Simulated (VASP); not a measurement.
Runs of VASP 6.6.1 on Ge48PH19. The cell holds a slab with vacuum, 68 atoms: a = 11.316 Å, b = 11.316 Å, c = 23.742 Å, α = 90.00°, β = 90.00°, γ = 90.00°. The cell was built by a generator and needn't be a form met in nature.

```tsv
task	level	potentials or basis	cell	gap on the mesh (eV)	largest force (eV/Å)
single point	RPBE	VASP PAW PBE potentials, release 64 (Ge_d, H, P)	as given	0.47	(c)
relaxation of the atoms	PBE+D3(BJ)	VASP PAW PBE potentials, release 64 (Ge_d, H, P)	atoms relaxed	0.43	-
single point	rev-vdW-DF2	VASP PAW PBE potentials, release 64 (Ge_d, H, P)	as given	(b)	0.24
single point	PBEsol	VASP PAW PBE potentials, release 64 (Ge_d, H, P)	as given	(a)	0.29
single point	optB86b-vdW	VASP PAW PBE potentials, release 64 (Ge_d, H, P)	as given	0.41	0.23
single point	RPBE+D3(BJ)	VASP PAW PBE potentials, release 64 (Ge_d, H, P)	as given	0.47	0.50
single point	PBE	VASP PAW PBE potentials, release 64 (Ge_d, H, P)	as given	0.43	0.27
single point	LDA	VASP PAW LDA potentials, release 64 (Ge_d, H, P)	as given	0.37	0.49
```

Alike in all rows: no spin polarisation; k mesh 1 × 1 × 1; cutoff (eV) 400; smearing gaussian 0.05 eV.

Question: Estimate the missing entries.

Answer: (a) 0.40; (b) 0.39; (c) 0.36.

Caveats: the PAW data sets were made with another functional, which shifts forces and pressure a little (some runs).

A k mesh can miss the band edges, and the runs leave out spin-orbit coupling on Ge.
